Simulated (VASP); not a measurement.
An input for Ansatz (written as the equivalent of a VASP run, and not itself run):

Ansatz 0.2 input:
```yaml
crystal:
  lattice:
    - [2.2671593, -3.9268348, 0.0000000]
    - [2.2671593, 3.9268348, 0.0000000]
    - [0.0000000, 0.0000000, 5.9565983]
  atoms:
    - { symbol: Te, position: [0.0000000, 0.2663042, 0.6666670] }
    - { symbol: Te, position: [0.7336958, 0.7336958, 0.0000000] }
    - { symbol: Te, position: [0.2663042, 0.0000000, 0.3333330] }
kpoints:
  mp_grid: { grid: [6, 6, 4] }
hamiltonian:
  xc: pbe
  pseudopotentials: { kind: paw }
scf:
  occupations: { method: gaussian, width: 0.05 }
  max_iter: 100
relax:
  max_steps: 40
  f_tol: 0.02
  cell: {}
output: { forces: true, stress: true, eigenvalues: true }
```

### Question
Write the VASP files for the same calculation (PBE).

### Answer
One answer among several that fit: 
**POSCAR**
```
Te
1
    2.2671593274    -3.9268348283     0.0000000000
    2.2671593274     3.9268348283     0.0000000000
    0.0000000000     0.0000000000     5.9565982765
Te
3
Direct
  0.0000000000   0.2663042007   0.6666670000
  0.7336957993   0.7336957993   0.0000000000
  0.2663042007   0.0000000000   0.3333330000
```

INCAR:
```
SYSTEM  =  Te
PREC  =  Accurate; ENCUT  =  500; LREAL  =  .FALSE.
LASPH  =  .TRUE.
EDIFF  =  1E-6; NELM  =  100; ALGO  =  Normal
LMAXMIX  =  4
ISMEAR  =  0; SIGMA  =  0.05
GGA  =  PE
IBRION  =  2; NSW  =  40; ISIF  =  3
EDIFFG  =  -0.02
LWAVE  =  .FALSE.; LCHARG  =  .FALSE.
```

File KPOINTS:
```
K-points
0
gamma
  6 6 4
```

POTCAR, in this order: Te (PBE.64 set). Program: vasp_std.

Limits of the translation: each code has its own PAW files, so the cut-off isn't converted (ENCUT is set for VASP's; basis.ecutwfc is left out, and Ansatz then takes the one that its files recommend); Ansatz stops its SCF on the density residual and VASP on the energy change (EDIFF).

The compound is Te in the trig structure. It was relaxed first.
